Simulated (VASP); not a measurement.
# XPS shifts in Os3W2

Wanted: the chemical shifts that photoemission would resolve in Os3W2.

Program: VASP 6.6.1. Level of theory: LDA; plane waves and PAW (Os, W), in the first sound run; inputs show where later runs differ. Results are calculated unless marked as measured.

## (1) The structure

The cell holds 20 atoms: 12 Os and 8 W. Cell: a = 5.500 Å, b = 5.500 Å, c = 22.700 Å, α = 90.0°, β = 90.0°, γ = 60.0°. It derives from Os. W replaces host atoms (under the top layer, both faces). Regions: layer 1, 4 atoms (4 Os); layer 2, 4 atoms (4 W); layer 3, 4 atoms (4 Os); other layers, 8 atoms (4 W and 4 Os). Vacuum lies along c.

## (2) Relaxation

The free atoms are relaxed first inside the given cell, which is kept (ISIF = 0), since core levels depend on the positions.

File INCAR:

```
SYSTEM = Os3W2
PREC = Normal
ENCUT = 330
EDIFF = 1E-05
NELM = 100
ISMEAR = 0
SIGMA = 0.1
LREAL = Auto
ALGO = Fast
GGA = CA
NBANDS = 92
LASPH = .TRUE.
LWAVE = .FALSE.
LCHARG = .FALSE.
KPAR = 2
NCORE = 4
IBRION = 2
NSW = 50
ISIF = 0
EDIFFG = -0.05
```

File POSCAR:

```
Os3W2
1.0
    5.5000000000      0.0000000000      0.0000000000
    2.7500000000      4.7631397208      0.0000000000
    0.0000000000      0.0000000000     22.7000000000
Os W
12 8
Selective dynamics
Direct
    0.0000000000      0.0000000000      0.6916299560  T T T
    0.5000000000      0.0000000000      0.6916299560  T T T
    0.0000000000      0.5000000000      0.6916299560  T T T
    0.5000000000      0.5000000000      0.6916299560  T T T
    0.0000000000      0.0000000000      0.5000000000  F F F
    0.5000000000      0.0000000000      0.5000000000  F F F
    0.0000000000      0.5000000000      0.5000000000  F F F
    0.5000000000      0.5000000000      0.5000000000  F F F
    0.0000000000      0.0000000000      0.3083700440  T T T
    0.5000000000      0.0000000000      0.3083700440  T T T
    0.0000000000      0.5000000000      0.3083700440  T T T
    0.5000000000      0.5000000000      0.3083700440  T T T
    0.8333333330      0.3333333330      0.5958149780  T T T
    0.3333333330      0.3333333330      0.5958149780  T T T
    0.8333333330      0.8333333330      0.5958149780  T T T
    0.3333333330      0.8333333330      0.5958149780  T T T
    0.8333333330      0.3333333330      0.4041850220  T T T
    0.3333333330      0.3333333330      0.4041850220  T T T
    0.8333333330      0.8333333330      0.4041850220  T T T
    0.3333333330      0.8333333330      0.4041850220  T T T
```

File KPOINTS:

```
Automatic mesh
0
Gamma
4 4 1
0 0 0
```

Potentials, in the order of the species: Os and W (PBE family, release 64).

On the command line:

```bash
mpirun -np 8 vasp_std
```

Output:

```text
[banner, memory and clock lines left out]
running    8 mpi-ranks, on    1 nodes
 distrk:  each k-point on    4 cores,    2 groups
 distr:  one band on    4 cores,    1 groups

 POSCAR found type information on POSCAR OsW
 POSCAR found :  2 types and      20 ions
|                                                                             |
|               ----> ADVICE to this user running VASP <----                  |
|                                                                             |
|     You enforced a specific xc type in the INCAR file but a different       |
|     [... a line on the potential file left out ...]
|     I HOPE YOU KNOW WHAT YOU ARE DOING!                                     |
|                                                                             |

 LDA part: xc-table for (Slater(with rela. corr.)+CA(PZ))
 , standard interpolation
 POSCAR, INCAR and KPOINTS ok, starting setup
 FFT: planning ... GRIDC
 FFT: planning ... GRID_SOFT
 FFT: planning ... GRID
 WAVECAR not read
 entering main loop
       N       E                     dE             d eps       ncg     rms          rms(c)
DAV:   1     0.689089319458E+03    0.68909E+03   -0.47993E+04   736   0.941E+02
DAV:   2    -0.184159241181E+03   -0.87325E+03   -0.79454E+03   928   0.332E+02
DAV:   3    -0.268489854999E+03   -0.84331E+02   -0.79479E+02   952   0.912E+01
DAV:   4    -0.273843935535E+03   -0.53541E+01   -0.52310E+01  1112   0.204E+01
DAV:   5    -0.274036847728E+03   -0.19291E+00   -0.19172E+00  1160   0.358E+00    0.940E+01
RMM:   6    -0.283083995878E+03   -0.90471E+01   -0.14195E+02   827   0.267E+01    0.459E+01
RMM:   7    -0.364168032230E+03   -0.81084E+02   -0.32232E+02   987   0.402E+01    0.507E+01
RMM:   8    -0.256302043912E+03    0.10787E+03   -0.77907E+01   794   0.242E+01    0.142E+01
RMM:   9    -0.254163790973E+03    0.21383E+01   -0.28816E+01   867   0.123E+01    0.632E+00
RMM:  10    -0.254698786502E+03   -0.53500E+00   -0.55060E+00   957   0.511E+00    0.437E+00
RMM:  11    -0.254763457373E+03   -0.64671E-01   -0.66073E-01   945   0.163E+00    0.351E+00
RMM:  12    -0.254770123888E+03   -0.66665E-02   -0.40503E-01   855   0.121E+00    0.170E+00
RMM:  13    -0.254701480073E+03    0.68644E-01   -0.16042E-01   802   0.107E+00    0.973E-01
RMM:  14    -0.254703991991E+03   -0.25119E-02   -0.57340E-02   955   0.533E-01    0.604E-01
RMM:  15    -0.254703051763E+03    0.94023E-03   -0.75479E-03   964   0.166E-01    0.561E-01
RMM:  16    -0.254700769971E+03    0.22818E-02   -0.54948E-03   797   0.198E-01    0.521E-01
RMM:  17    -0.254700289430E+03    0.48054E-03   -0.14318E-02   924   0.253E-01    0.289E-01
RMM:  18    -0.254699822833E+03    0.46660E-03   -0.17683E-03   881   0.105E-01    0.233E-01
RMM:  19    -0.254699175355E+03    0.64748E-03   -0.10915E-03   810   0.869E-02    0.114E-01
RMM:  20    -0.254699553004E+03   -0.37765E-03   -0.48884E-03  1011   0.137E-01    0.129E-01
RMM:  21    -0.254699374841E+03    0.17816E-03   -0.47619E-04   769   0.678E-02    0.534E-02
RMM:  22    -0.254699537030E+03   -0.16219E-03   -0.46773E-04   779   0.394E-02    0.511E-02
RMM:  23    -0.254699623017E+03   -0.85987E-04   -0.12485E-04   714   0.218E-02    0.423E-02
RMM:  24    -0.254699727678E+03   -0.10466E-03   -0.98948E-05   705   0.237E-02    0.257E-02
RMM:  25    -0.254699864147E+03   -0.13647E-03   -0.69343E-05   631   0.166E-02    0.291E-02
RMM:  26    -0.254699888464E+03   -0.24317E-04   -0.11110E-05   451   0.116E-02    0.186E-02
RMM:  27    -0.254699925918E+03   -0.37454E-04   -0.53605E-05   583   0.157E-02    0.158E-02
RMM:  28    -0.254699946414E+03   -0.20496E-04   -0.61758E-06   448   0.991E-03    0.104E-02
RMM:  29    -0.254699951753E+03   -0.53391E-05   -0.24093E-06   422   0.494E-03
   1 F= -.25469995E+03 E0= -.25460968E+03  d E =-.254700E+03
 curvature:   0.00 expect dE= 0.000E+00 dE for cont linesearch  0.000E+00
 trial: gam= 0.00000 g(F)=  0.150E+01 g(S)=  0.000E+00 ort = 0.000E+00 (trialstep = 0.100E+01)
 search vector abs. value=  0.150E+01
 bond charge predicted
       N       E                     dE             d eps       ncg     rms          rms(c)
DAV:   1    -0.255249284221E+03   -0.54934E+00   -0.24458E+02   736   0.417E+01    0.329E+00
RMM:   2    -0.256020782015E+03   -0.77150E+00   -0.52543E+00   780   0.776E+00    0.697E+00
RMM:   3    -0.255345984001E+03    0.67480E+00   -0.62980E-01   775   0.310E+00    0.362E+00
RMM:   4    -0.255374927950E+03   -0.28944E-01   -0.36129E-01   858   0.153E+00    0.369E+00
RMM:   5    -0.255317489068E+03    0.57439E-01   -0.94971E-02   787   0.948E-01    0.283E+00
RMM:   6    -0.255277291679E+03    0.40197E-01   -0.11453E-01   802   0.728E-01    0.947E-01
RMM:   7    -0.255269976036E+03    0.73156E-02   -0.31866E-02   800   0.529E-01    0.447E-01
RMM:   8    -0.255269067161E+03    0.90887E-03   -0.17414E-02   896   0.266E-01    0.417E-01
RMM:   9    -0.255272351803E+03   -0.32846E-02   -0.91713E-03   887   0.178E-01    0.715E-01
RMM:  10    -0.255269699574E+03    0.26522E-02   -0.19479E-03   739   0.135E-01    0.238E-01
RMM:  11    -0.255269287015E+03    0.41256E-03   -0.87263E-04   839   0.654E-02    0.147E-01
RMM:  12    -0.255269198100E+03    0.88915E-04   -0.45154E-04   871   0.391E-02    0.706E-02
RMM:  13    -0.255269204205E+03   -0.61053E-05   -0.25602E-04   845   0.302E-02    0.222E-02
RMM:  14    -0.255269218688E+03   -0.14484E-04   -0.23613E-05   489   0.154E-02    0.127E-02
RMM:  15    -0.255269232404E+03   -0.13715E-04   -0.62531E-06   444   0.743E-03    0.582E-03
RMM:  16    -0.255269253526E+03   -0.21123E-04   -0.34599E-06   425   0.508E-03    0.681E-03
RMM:  17    -0.255269268612E+03   -0.15086E-04   -0.24050E-06   422   0.452E-03    0.503E-03
RMM:  18    -0.255269288351E+03   -0.19739E-04   -0.23459E-06   418   0.417E-03    0.510E-03
RMM:  19    -0.255269290717E+03   -0.23665E-05   -0.87355E-07   307   0.289E-03
   2 F= -.25526929E+03 E0= -.25521494E+03  d E =-.569339E+00
[...]
3 F= -.25532351E+03 E0= -.25525964E+03  d E =-.623559E+00
[...]
4 F= -.25532337E+03 E0= -.25526036E+03  d E =-.623417E+00
[...]
5 F= -.25532479E+03 E0= -.25526169E+03  d E =-.141798E-02
[...]
6 F= -.25532521E+03 E0= -.25526176E+03  d E =-.183835E-02
[...]
7 F= -.25532604E+03 E0= -.25526317E+03  d E =-.834039E-03
 ZBRENT: can't locate minimum, use default step
 trial-energy change:   -0.000834  1 .order   -0.000836   -0.000872   -0.000800
 step:   1.2543(harm=  3.7840)  dis= 0.00762  next Energy=  -255.330469 (dE=-0.526E-02)
 bond charge predicted
       N       E                     dE             d eps       ncg     rms          rms(c)
DAV:   1    -0.255327946398E+03   -0.19058E-02   -0.14150E+00   744   0.315E+00    0.259E-01
RMM:   2    -0.255329753198E+03   -0.18068E-02   -0.72887E-03   749   0.377E-01    0.313E-01
RMM:   3    -0.255327987301E+03    0.17659E-02   -0.31320E-03   798   0.181E-01    0.184E-01
RMM:   4    -0.255327670000E+03    0.31730E-03   -0.43429E-04   775   0.873E-02    0.131E-01
RMM:   5    -0.255327656438E+03    0.13562E-04   -0.41435E-04   752   0.588E-02    0.559E-02
RMM:   6    -0.255327622227E+03    0.34210E-04   -0.12639E-04   750   0.394E-02    0.201E-02
RMM:   7    -0.255327622369E+03   -0.14134E-06   -0.39087E-05   528   0.172E-02
   8 F= -.25532762E+03 E0= -.25526677E+03  d E =-.241562E-02
 curvature:  -2.38 expect dE=-0.684E-03 dE for cont linesearch -0.122E-03
 trial: gam=-0.20787 g(F)=  0.287E-03 g(S)=  0.000E+00 ort = 0.619E-03 (trialstep = 0.502E+00)
 search vector abs. value=  0.353E-03
 reached required accuracy - stopping structural energy minimisation
```

Elapsed: 59 s, on 8 MPI ranks of Intel Xeon 6975P-C (Granite Rapids), shared host; peak memory 1.3 GiB; 6.2 min of CPU time.

Lines that name or quote the potential files are left out of all logs, and their timing lines are given in words.

Parts of OUTCAR (step 2):

```text
ion  position               nearest neighbor table
   1  0.000  0.000  0.692-  13 2.69  16 2.69  15 2.69   3 2.75   3 2.75   4 2.75   4 2.75   2 2.75
                             2 2.75
   2  0.500  0.000  0.692-  14 2.69  15 2.69  16 2.69   4 2.75   3 2.75   4 2.75   3 2.75   1 2.75
                             1 2.75
   3  0.000  0.500  0.692-  15 2.69  14 2.69  13 2.69   1 2.75   1 2.75   2 2.75   2 2.75   4 2.75
                             4 2.75
   4  0.500  0.500  0.692-  16 2.69  13 2.69  14 2.69   2 2.75   1 2.75   2 2.75   1 2.75   3 2.75
                             3 2.75
   5  0.000  0.000  0.500-  13 2.69  17 2.69  16 2.69  20 2.69  19 2.69  15 2.69   7 2.75   7 2.75
                             8 2.75   8 2.75   6 2.75   6 2.75
   6  0.500  0.000  0.500-  14 2.69  18 2.69  15 2.69  19 2.69  16 2.69  20 2.69   8 2.75   7 2.75
                             8 2.75   7 2.75   5 2.75   5 2.75
   7  0.000  0.500  0.500-  15 2.69  19 2.69  18 2.69  14 2.69  13 2.69  17 2.69   5 2.75   5 2.75
                             6 2.75   6 2.75   8 2.75   8 2.75
   8  0.500  0.500  0.500-  16 2.69  20 2.69  17 2.69  13 2.69  18 2.69  14 2.69   6 2.75   5 2.75
                             6 2.75   5 2.75   7 2.75   7 2.75
   9  0.000  0.000  0.308-  17 2.69  20 2.69  19 2.69  11 2.75  11 2.75  12 2.75  12 2.75  10 2.75
                            10 2.75
  10  0.500  0.000  0.308-  18 2.69  19 2.69  20 2.69  12 2.75  11 2.75  12 2.75  11 2.75   9 2.75
                             9 2.75
  11  0.000  0.500  0.308-  19 2.69  18 2.69  17 2.69   9 2.75   9 2.75  10 2.75  10 2.75  12 2.75
                            12 2.75
  12  0.500  0.500  0.308-  20 2.69  17 2.69  18 2.69  10 2.75   9 2.75  10 2.75   9 2.75  11 2.75
                            11 2.75
  13  0.833  0.333  0.596-   1 2.69   5 2.69   4 2.69   8 2.69   7 2.69   3 2.69  15 2.75  15 2.75
                            16 2.75  16 2.75  14 2.75  14 2.75
  14  0.333  0.333  0.596-   2 2.69   6 2.69   3 2.69   7 2.69   4 2.69   8 2.69  16 2.75  15 2.75
                            16 2.75  15 2.75  13 2.75  13 2.75
  15  0.833  0.833  0.596-   3 2.69   7 2.69   6 2.69   2 2.69   1 2.69   5 2.69  13 2.75  13 2.75
                            14 2.75  14 2.75  16 2.75  16 2.75
  16  0.333  0.833  0.596-   4 2.69   8 2.69   5 2.69   1 2.69   6 2.69   2 2.69  14 2.75  13 2.75
                            14 2.75  13 2.75  15 2.75  15 2.75
  17  0.833  0.333  0.404-   5 2.69   9 2.69   8 2.69  12 2.69  11 2.69   7 2.69  19 2.75  19 2.75
                            20 2.75  20 2.75  18 2.75  18 2.75
  18  0.333  0.333  0.404-   6 2.69  10 2.69   7 2.69  11 2.69   8 2.69  12 2.69  20 2.75  19 2.75
                            20 2.75  19 2.75  17 2.75  17 2.75
  19  0.833  0.833  0.404-   7 2.69  11 2.69  10 2.69   6 2.69   5 2.69   9 2.69  17 2.75  17 2.75
                            18 2.75  18 2.75  20 2.75  20 2.75
  20  0.333  0.833  0.404-   8 2.69  12 2.69   9 2.69   5 2.69  10 2.69   6 2.69  18 2.75  17 2.75
                            18 2.75  17 2.75  19 2.75  19 2.75

  LATTYP: Found a hexagonal cell.
 ALAT       =     5.5000000000
 C/A-ratio  =     4.1272727273

 Subroutine GETGRP returns: Found 12 space group operations
 (whereof 12 operations were pure point group operations)

The static configuration has the point symmetry D_3h.

 Found      4 irreducible k-points:

   k-points           NKPTS =      4   k-points in BZ     NKDIM =      4   number of bands    NBANDS=     92

   dimension x,y,z NGX =    24 NGY =   24 NGZ =  108
   dimension x,y,z NGXF=    48 NGYF=   48 NGZF=  216

   ENCUT  =  330.0 eV  24.25 Ry    4.92 a.u.   8.15  8.15 33.62*2*pi/ulx,y,z

   NELECT =     144.0000    total number of electrons

 k-points in reciprocal lattice and weights: Automatic mesh
   0.00000000  0.00000000  0.00000000       0.062
   0.25000000  0.00000000  0.00000000       0.375
   0.50000000  0.00000000  0.00000000       0.188
   0.50000000  0.25000000  0.00000000       0.375

 average (electrostatic) potential at core
       1 -49.9425       2 -49.9425       3 -49.9425       4 -49.9425       5 -50.1280
       6 -50.1280       7 -50.1280       8 -50.1280       9 -49.9425      10 -49.9425
      11 -49.9425      12 -49.9425      13 -43.0791      14 -43.0791      15 -43.0791
      16 -43.0791      17 -43.0791      18 -43.0791      19 -43.0791      20 -43.0791

 E-fermi :   1.3323

 k-point     1 :       0.0000    0.0000    0.0000
  band No.  band energies     occupation
    ...
     60       1.0479      1.99994
     61       1.0479      1.99994
     62       1.1791      1.96969
     63       1.1791      1.96969
     64       1.1791      1.96969
     65       1.4563      0.07938
     66       1.4563      0.07938
     67       1.4563      0.07938
     68       1.5559      0.00156
     69       1.5559      0.00156
    ...

 k-point     2 :       0.2500    0.0000    0.0000
  band No.  band energies     occupation
    ...
     68       1.1020      1.99887
     69       1.1087      1.99843
     70       1.1087      1.99843
     71       1.2110      1.91364
     72       1.2787      1.55171
     73       1.3931      0.38991
     74       1.6197      0.00005
     75       1.8232      0.00000
     76       1.8232      0.00000
     77       2.1951      0.00000
    ...

 k-point     3 :       0.5000    0.0000    0.0000
  band No.  band energies     occupation
    ...
     68       0.7902      2.00000
     69       1.0902      1.99938
     70       1.0902      1.99938
     71       1.2378      1.81847
     72       1.2378      1.81847
     73       1.3846      0.45937
     74       1.3846      0.45937
     75       1.6169      0.00006
     76       1.6169      0.00006
     77       1.6860      0.00000
    ...

  energy-cutoff  :      330.00
  volume of cell :      594.68
      direct lattice vectors                 reciprocal lattice vectors
     5.500000000  0.000000000  0.000000000     0.181818182 -0.104972776  0.000000000
     2.750000000  4.763139721  0.000000000     0.000000000  0.209945552  0.000000000
     0.000000000  0.000000000 22.700000000     0.000000000  0.000000000  0.044052863

 POSITION                                       TOTAL-FORCE (eV/Angst)
 -----------------------------------------------------------------------------------
      2.75000      4.76314     15.65028         0.000000      0.000000     -0.020947
      5.50000      4.76314     15.65028         0.000000      0.000000     -0.020947
      1.37500      2.38157     15.65028        -0.000000      0.000000     -0.020947
      4.12500      2.38157     15.65028         0.000000      0.000000     -0.020947
      0.00000      0.00000     11.35000         0.000000      0.000000      0.000000
      2.75000      0.00000     11.35000        -0.000000      0.000000      0.000000
      1.37500      2.38157     11.35000         0.000000      0.000000      0.000000
      4.12500      2.38157     11.35000        -0.000000      0.000000      0.000000
      0.00000      0.00000      7.04972         0.000000     -0.000000      0.020947
      2.75000      0.00000      7.04972         0.000000     -0.000000      0.020947
      1.37500      2.38157      7.04972         0.000000     -0.000000      0.020947
      4.12500      2.38157      7.04972        -0.000000     -0.000000      0.020947
      5.50000      1.58771     13.58034         0.000000     -0.000000      0.017484
      2.75000      1.58771     13.58034         0.000000     -0.000000      0.017484
      6.87500      3.96928     13.58034         0.000000      0.000000      0.017484
      4.12500      3.96928     13.58034         0.000000     -0.000000      0.017484
      5.50000      1.58771      9.11966        -0.000000     -0.000000     -0.017484
      2.75000      1.58771      9.11966        -0.000000     -0.000000     -0.017484
      6.87500      3.96928      9.11966        -0.000000     -0.000000     -0.017484
      4.12500      3.96928      9.11966        -0.000000     -0.000000     -0.017484
 -----------------------------------------------------------------------------------
    total drift:                               -0.000001     -0.000000     -0.000000

  FREE ENERGIE OF THE ION-ELECTRON SYSTEM (eV)
  ---------------------------------------------------
  free  energy   TOTEN  =      -255.3276223687 eV

  energy  without entropy=     -255.2059182310  energy(sigma->0) =     -255.26677030

 reached required accuracy - stopping structural energy minimisation

[... 1 further part left out ...]
```

The PAW data sets were made with PBE, though LDA sets exist; this is a small mismatch. The data set W keeps the semicore shell frozen, which is cheaper and a little less accurate. The run keeps the 12 symmetry operations of its start, so it cannot find a distortion of lower symmetry.

The steps of the relaxation:

```tsv
step	energy less that of the first step (eV)	largest force (eV/Å)
1	0.0000	1.6860
2	-0.5693	0.5829
3	-0.6236	0.0587
4	-0.6234	0.0655
5	-0.6248	0.0613
6	-0.6253	0.0773
7	-0.6261	0.0662
8	-0.6277	0.0209
```

The atoms that moved most (Å):

```tsv
atom	dx	dy	dz	length
W20	0.000	0.000	-0.055	0.055
W18	0.000	0.000	-0.055	0.055
W17	0.000	0.000	-0.055	0.055
W19	0.000	0.000	-0.055	0.055
W16	0.000	0.000	0.055	0.055
W15	0.000	0.000	0.055	0.055
W14	0.000	0.000	0.055	0.055
W13	0.000	0.000	0.055	0.055
```

The relaxed structure:

```xyz
20
Lattice="5.5000 0.0000 0.0000 2.7500 4.7631 0.0000 0.0000 0.0000 22.7000" Properties=species:S:1:pos:R:3
Os    0.0000    0.0000   15.6503
Os    2.7500    0.0000   15.6503
Os    1.3750    2.3816   15.6503
Os    4.1250    2.3816   15.6503
Os    0.0000    0.0000   11.3500
Os    2.7500    0.0000   11.3500
Os    1.3750    2.3816   11.3500
Os    4.1250    2.3816   11.3500
Os    0.0000    0.0000    7.0497
Os    2.7500    0.0000    7.0497
Os    1.3750    2.3816    7.0497
Os    4.1250    2.3816    7.0497
W     5.5000    1.5877   13.5803
W     2.7500    1.5877   13.5803
W     6.8750    3.9693   13.5803
W     4.1250    3.9693   13.5803
W     5.5000    1.5877    9.1197
W     2.7500    1.5877    9.1197
W     6.8750    3.9693    9.1197
W     4.1250    3.9693    9.1197
```

This step gave:

| Property | Result |
| --- | --- |
| free energy (TOTEN) | -255.3276 eV |
| energy at zero smearing | -255.2668 eV |
| Fermi energy | 1.332 eV |

The forces on the free atoms are under 0.05 eV/Å.

(Part 1 of 3 ends here.)

[Lines on the potential files, build, host, timing and source positions are cut from VASP's logs without a mark.]

[Logs are printed without paths, hosts, clocks, repeated set-up lines and the standing remarks that a program may print on its own settings, such as how far it seeks lower states.]

[Hosts, paths, dates, database ids (printed as entryN), source tags and the programs' standing remarks are cut or masked in the printed files.]
